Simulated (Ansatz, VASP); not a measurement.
## SrCd in VASP and in Ansatz

Contents of INCAR:

```
SYSTEM = SrCd
PREC     = Accurate       ! precision mode
ENCUT    = 520            ! plane-wave cutoff, eV
EDIFF    = 1E-7           ! SCF threshold, eV
ISMEAR   = -1             ! smearing method
SIGMA    = 0.08           ! smearing width, eV
LREAL    = .FALSE.        ! projectors in reciprocal space
LASPH    = .TRUE.         ! aspherical terms in the spheres
NELM     = 100            ! most SCF steps
ALGO     = Normal         ! electronic algorithm
ISIF     = 2              ! what is computed and relaxed
LWAVE    = .FALSE.        ! write WAVECAR
LCHARG   = .FALSE.        ! write CHGCAR
GGA      = CA             ! functional
NBANDS   = 18             ! bands
```

KPOINTS

```
regular mesh
0
G
  10 10 10
  0 0 0
```

File POSCAR:

```
SrCd
1.0
    4.0815101282      0.0000000000      0.0000000000
    0.0000000000      4.0815101282      0.0000000000
    0.0000000000      0.0000000000      4.0815101282
Sr Cd
1 1
Direct
    0.5000000000      0.5000000000      0.5000000000
    0.0000000000      0.0000000000      0.0000000000
```

Input for Ansatz:

```yaml
crystal:
  lattice:
    - [4.0815101282, 0.0, 0.0]
    - [0.0, 4.0815101282, 0.0]
    - [0.0, 0.0, 4.0815101282]
  atoms:
    - { symbol: Sr, position: [0.5, 0.5, 0.5] }
    - { symbol: Cd, position: [0.0, 0.0, 0.0] }
kpoints:
  mp_grid: { grid: [10, 10, 10] }
  band_path:
    path:
      - [0.0, 0.0, 0.0]
      - [0.0, 0.5, 0.0]
      - [0.5, 0.5, 0.0]
      - [0.0, 0.0, 0.0]
      - [0.5, 0.5, 0.5]
      - [0.0, 0.5, 0.0]
      - [0.5, 0.5, 0.5]
      - [0.5, 0.5, 0.0]
    npoints: 5
scf:
  occupations: { method: fermi_dirac, width: 0.08 }
hamiltonian:
  xc: lda
  pseudopotentials: { kind: all_electron, lapw: { basis_error: 0.0005 } }
output:
  forces: true
  stress: true
  eigenvalues: true
```

Change from the starting cell: volume scaled by 1.06.

Alike in both runs: task single point; functional LDA; k mesh 10 × 10 × 10; occupations fermi-dirac, width 0.08 eV; no spin polarisation.

|  | VASP | Ansatz |
| --- | --- | --- |
| version | VASP 6.6.1 | Ansatz 0.2.0 |
| potentials or method | VASP PAW LDA potentials, release 64 (Sr_sv, Cd) | all-electron LAPW, scalar-relativistic |
| plane-wave cutoff (eV) | 520 | see its input |

```csv
,VASP,Ansatz,Ansatz less VASP
pressure (GPa),-3.1,-3.2,-0.08
```

Ansatz ran all-electron here, so the differences hold the error of VASP's frozen core and of both bases.
